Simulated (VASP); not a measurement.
Input:

```
CsPbBr3
1.0
    5.07670     0.00000     0.00000
    0.00000     5.07670     0.00000
    0.00000     0.00000     5.07670
Cs Pb Br
1 1 3
Direct
  0.00000   0.00000   0.00000
  0.50000   0.50000   0.50000
  0.50000   0.00000   0.50000
  0.00000   0.50000   0.50000
  0.50000   0.50000   0.00000
```

These are PBE GGA, VASP's PBE PAW potentials (set 64) (plane waves; VASP 6.6.1) values and carry that method's errors. Numerical set-up: 500 eV cut-off, 6×6×6 Γ-centred mesh, first-order Methfessel-Paxton smearing of 0.10 eV, potentials Cs_sv Pb_d Br.

Energy and stress use the plane-wave basis of the starting cell.

Problem. The ions, cell shape and volume at an external pressure of 45.0 GPa are relaxed. Give the cell that the relaxation ends in.

Solution. 
```
CsPbBr3
1.0
    4.90923     0.00000     0.00000
    0.00000     4.90923     0.00000
    0.00000     0.00000     4.90923
Cs Pb Br
1 1 3
Direct
  0.00000   0.00000   0.00000
  0.50000   0.50000   0.50000
  0.50000   0.00000   0.50000
  0.00000   0.50000   0.50000
  0.50000   0.50000   0.00000
```
Space group Pm-3m (221), at a tolerance of 0.03 Å.

Problem. How do energy and volume change from the first to the last step?

Solution. The energy (σ→0) changes by +577.4 meV/atom and the volume by -9.6 %, in 5 ionic steps.

The compound is CsPbBr3 in the cubic perovskite structure, the ideal cubic form; the compound distorts at low or room temperature. This run relaxes it under an external pressure of 45 GPa. Symmetry was kept, so distortions that lower it aren't found.
